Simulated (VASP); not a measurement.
Output of a VASP run:

File OSZICAR:
```
       N       E                     dE             d eps       ncg     rms          rms(c)
DAV:   1     0.157719883550E+03    0.15772E+03   -0.99085E+03  2880   0.191E+03
DAV:   2    -0.991607998496E+01   -0.16764E+03   -0.16106E+03  3024   0.451E+02
DAV:   3    -0.240870380988E+02   -0.14171E+02   -0.13752E+02  3604   0.128E+02
DAV:   4    -0.247720771767E+02   -0.68504E+00   -0.68173E+00  3972   0.265E+01
DAV:   5    -0.247896434243E+02   -0.17566E-01   -0.17565E-01  3732   0.390E+00    0.187E+01
DAV:   6    -0.199184192857E+02    0.48712E+01   -0.31393E+01  3544   0.727E+01    0.655E+00
DAV:   7    -0.196633845871E+02    0.25503E+00   -0.33871E+00  3428   0.242E+01    0.507E+00
DAV:   8    -0.196925784746E+02   -0.29194E-01   -0.83766E-01  3164   0.135E+01    0.283E+00
DAV:   9    -0.196406320305E+02    0.51946E-01   -0.13092E-01  3204   0.578E+00    0.125E+00
DAV:  10    -0.196349558284E+02    0.56762E-02   -0.75814E-02  3132   0.421E+00    0.521E-01
DAV:  11    -0.196335786438E+02    0.13772E-02   -0.62465E-03  3324   0.120E+00    0.152E-01
DAV:  12    -0.196334387346E+02    0.13991E-03   -0.86712E-04  3824   0.461E-01    0.328E-02
DAV:  13    -0.196334424886E+02   -0.37540E-05   -0.61780E-05  3564   0.105E-01    0.137E-02
DAV:  14    -0.196334423806E+02    0.10794E-06   -0.74258E-06  3108   0.366E-02
   1 F= -.19045533E+02 E0= -.19045634E+02  d E =-.190455E+02
```

File OUTCAR:
```
------------------------ aborting loop because EDIFF is reached ----------------------------------------
  FORCE on cell =-STRESS in cart. coord.  units (eV):
  Direction    XX          YY          ZZ          XY          YZ          ZX
  --------------------------------------------------------------------------------------
  Total        0.5829206      0.5829206      0.5829206      0.0000000      0.0000000      0.0000000
  in kB       49.5757023     49.5757023     49.5757023      0.0000000      0.0000000      0.0000000
  external PRESSURE =      -0.4242977 kB  Pullay stress =      50.0000000 kB
  volume of cell :       18.84
      direct lattice vectors                 reciprocal lattice vectors
     0.000000000  2.111901778  2.111901778    -0.236753435  0.236753435  0.236753435
     2.111901778  0.000000000  2.111901778     0.236753435 -0.236753435  0.236753435
     2.111901778  2.111901778  0.000000000     0.236753435  0.236753435 -0.236753435
 POSITION                                       TOTAL-FORCE (eV/Angst)
 -----------------------------------------------------------------------------------
      0.00000      0.00000      0.00000        -0.000000      0.000000     -0.000000
      2.11190      2.11190      2.11190         0.000000      0.000000      0.000000
 -----------------------------------------------------------------------------------
    total drift:                                0.000000     -0.000000     -0.000000
  FREE ENERGIE OF THE ION-ELECTRON SYSTEM (eV)
  ---------------------------------------------------
  free  energy   TOTEN  =       -19.6334423806 eV

  energy  without entropy=      -19.6337459931  energy(sigma->0) =      -19.63354358
  enthalpy is  TOTEN    =       -19.0455327631 eV   P V=        0.5879096175

 reached required accuracy - stopping structural energy minimisation
```
(Selected blocks of OUTCAR.)

POSCAR:
```
TiN
1
   -0.0000000000     2.1119017776     2.1119017776
    2.1119017776     0.0000000000     2.1119017776
    2.1119017776     2.1119017776    -0.0000000000
Ti N
1 1
Direct
  0.0000000000   0.0000000000   0.0000000000
  0.5000000000   0.5000000000   0.5000000000
```

Reconstruct the remaining input files.

One answer among several that fit: the input of the run itself, PBE GGA, plane waves, VASP's PBE PAW potentials (set 64).

### INCAR
```
SYSTEM = TiN
PREC = Accurate; ENCUT = 620; LREAL = F
LASPH = T
EDIFF = 1E-6; NELM = 100; ALGO = Normal
LMAXMIX = 4
ISMEAR = 1; SIGMA = 0.1
GGA = PE
IBRION = 2; NSW = 40; ISIF = 3
EDIFFG = -0.02; PSTRESS = 50
LWAVE = F; LCHARG = F
```

File KPOINTS:
```
kpoints
0
gamma
15 15 15
0 0 0
```

POTCAR, in this order: Ti_sv N (PBE.64 set). Program: vasp_std.

The compound is TiN in the rock salt structure. It was relaxed first under an external pressure of 5 GPa. The electron count is odd and the run is not spin-polarised, which forces a metal.
